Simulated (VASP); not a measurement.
Method: PBE GGA, VASP's PBE PAW potentials (set 64) (plane waves; VASP).

VASP input:

**KPOINTS**
```
Automatic mesh
0
Gamma
12 12 12
0 0 0
```

INCAR:
```
GGA = PE   ! PBE
SIGMA = 0.1   ! width (eV)
ISMEAR = 1   ! Methfessel-Paxton
NELM = 100   ! most electronic steps
LCHARG = .FALSE.
LASPH = .TRUE.   ! aspherical one-centre terms
PREC = Accurate
LWAVE = .FALSE.
LMAXMIX = 6   ! l cut-off of mixed one-centre charges
SYSTEM = GdN
EDIFF = 1E-7
ISIF = 2
LREAL = .FALSE.   ! projection in real space or not
ALGO = Normal   ! blocked Davidson
ENCUT = 600   ! plane-wave cut-off (eV)
```

### POSCAR
```
GdN
1
    0.0000000000     2.4900000000     2.4900000000
    2.4900000000     0.0000000000     2.4900000000
    2.4900000000     2.4900000000     0.0000000000
Gd N
1 1
Direct
  0.0000000000   0.0000000000   0.0000000000
  0.5000000000   0.5000000000   0.5000000000
```

POTCAR, in this order: Gd_3 N (PBE.64 set). Program: vasp_std.

The run wrote:

File OSZICAR:
```
       N       E                     dE             d eps       ncg     rms          rms(c)
DAV:   1     0.475031178811E+02    0.47503E+02   -0.74481E+03  1584   0.132E+03
DAV:   2    -0.149348635840E+02   -0.62438E+02   -0.59188E+02  2051   0.253E+02
DAV:   3    -0.184372209290E+02   -0.35024E+01   -0.34470E+01  2140   0.477E+01
DAV:   4    -0.184873512480E+02   -0.50130E-01   -0.50082E-01  2004   0.498E+00
DAV:   5    -0.184881172832E+02   -0.76604E-03   -0.76561E-03  2047   0.521E-01    0.268E+01
DAV:   6    -0.163648618365E+02    0.21233E+01   -0.19191E+01  1894   0.274E+01    0.244E+01
DAV:   7    -0.161693523436E+02    0.19551E+00   -0.14941E+00  1834   0.809E+00    0.170E+01
DAV:   8    -0.161720625711E+02   -0.27102E-02   -0.12919E-01  1761   0.397E+00    0.664E+00
DAV:   9    -0.161664962214E+02    0.55663E-02   -0.16844E-02  1936   0.113E+00    0.518E-01
DAV:  10    -0.161667354287E+02   -0.23921E-03   -0.61859E-04  2207   0.224E-01    0.344E-01
DAV:  11    -0.161667264530E+02    0.89757E-05   -0.13493E-04  1996   0.872E-02    0.197E-02
DAV:  12    -0.161667270493E+02   -0.59626E-06   -0.90699E-06  1956   0.250E-02    0.175E-02
DAV:  13    -0.161667267868E+02    0.26246E-06   -0.24331E-06  2098   0.109E-02    0.378E-03
DAV:  14    -0.161667268818E+02   -0.94990E-07   -0.78792E-08  1260   0.289E-03
   1 F= -.16166727E+02 E0= -.16166743E+02  d E =0.478343E-04
```

**OUTCAR**
```
------------------------ aborting loop because EDIFF is reached ----------------------------------------
  FORCE on cell =-STRESS in cart. coord.  units (eV):
  Direction    XX          YY          ZZ          XY          YZ          ZX
  --------------------------------------------------------------------------------------
  Total        0.0076673      0.0076673      0.0076673     -0.0000000      0.0000000      0.0000000
  in kB        0.3978536      0.3978536      0.3978536     -0.0000000      0.0000000      0.0000000
  external PRESSURE =       0.3978536 kB  Pullay stress =       0.0000000 kB
  volume of cell :       30.88
      direct lattice vectors                 reciprocal lattice vectors
     0.000000000  2.490000000  2.490000000    -0.200803213  0.200803213  0.200803213
     2.490000000  0.000000000  2.490000000     0.200803213 -0.200803213  0.200803213
     2.490000000  2.490000000  0.000000000     0.200803213  0.200803213 -0.200803213
 POSITION                                       TOTAL-FORCE (eV/Angst)
 -----------------------------------------------------------------------------------
      0.00000      0.00000      0.00000        -0.000000      0.000000      0.000000
      2.49000      2.49000      2.49000         0.000000     -0.000000     -0.000000
 -----------------------------------------------------------------------------------
    total drift:                                0.000000      0.000000      0.000000
  FREE ENERGIE OF THE ION-ELECTRON SYSTEM (eV)
  ---------------------------------------------------
  free  energy   TOTEN  =       -16.1667268818 eV

  energy  without entropy=      -16.1667747161  energy(sigma->0) =      -16.16674283
```
(Selected blocks of OUTCAR.)

The 4f electrons are frozen in the core of the lanthanide potential, so 4f levels, which can set the real gap, and their magnetism are missing.

The compound is GdN in the rock salt structure. The cell was not relaxed at this level.
